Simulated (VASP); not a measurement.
The input files of a VASP run:

**POSCAR**
```
CsI
1
    3.8434422551     0.0000000000     0.0000000000
    0.0000000000     3.8434422551     0.0000000000
    0.0000000000     0.0000000000     3.8434422551
Cs I
1 1
Direct
  0.0000000000   0.0000000000   0.0000000000
  0.5000000000   0.5000000000   0.5000000000
```

**INCAR**
```
SYSTEM = CsI
PREC = Accurate
ENCUT = 500
EDIFF = 1E-6
NELM = 100
ALGO = Normal
LREAL = .FALSE.
LASPH = .TRUE.
ISMEAR = 0
SIGMA = 0.05
LMAXMIX = 4
LWAVE = .FALSE.
LCHARG = .FALSE.
IBRION = 2
ISIF = 3
NSW = 40
EDIFFG = -0.02
PSTRESS = 300
```

File KPOINTS:
```
Automatic mesh
0
Gamma
7 7 7
0 0 0
```

POTCAR, in this order: Cs_sv I (LDA.64 set). Program: vasp_std.

Task: Translate this LDA calculation to Ansatz.

Result: One equivalent input (not run):
Ansatz 0.2 input:
```yaml
crystal:
  lattice:
    - [3.8434423, 0.0000000, 0.0000000]
    - [0.0000000, 3.8434423, 0.0000000]
    - [0.0000000, 0.0000000, 3.8434423]
  atoms:
    - { symbol: Cs, position: [0.0000000, 0.0000000, 0.0000000] }
    - { symbol: I, position: [0.5000000, 0.5000000, 0.5000000] }
kpoints:
  mp_grid: { grid: [7, 7, 7] }
hamiltonian:
  xc: lda
  pseudopotentials: { kind: paw }
scf:
  occupations: { method: gaussian, width: 0.05 }
  max_iter: 100
relax:
  max_steps: 40
  f_tol: 0.02
  cell: { p_target: 30 }
output: { forces: true, stress: true, eigenvalues: true }
```
What does not carry over: each code has its own PAW files, so the cut-off isn't converted (ENCUT is set for VASP's; basis.ecutwfc is left out, and Ansatz then takes the one that its files recommend); Ansatz stops its SCF on the density residual and VASP on the energy change (EDIFF); Ansatz's lda is the Perdew-Wang form, while the LDA potentials of VASP carry Perdew-Zunger's.

The compound is CsI in the CsCl type structure. This run relaxes it under an external pressure of 30 GPa. Symmetry was kept, so distortions that lower it aren't found.
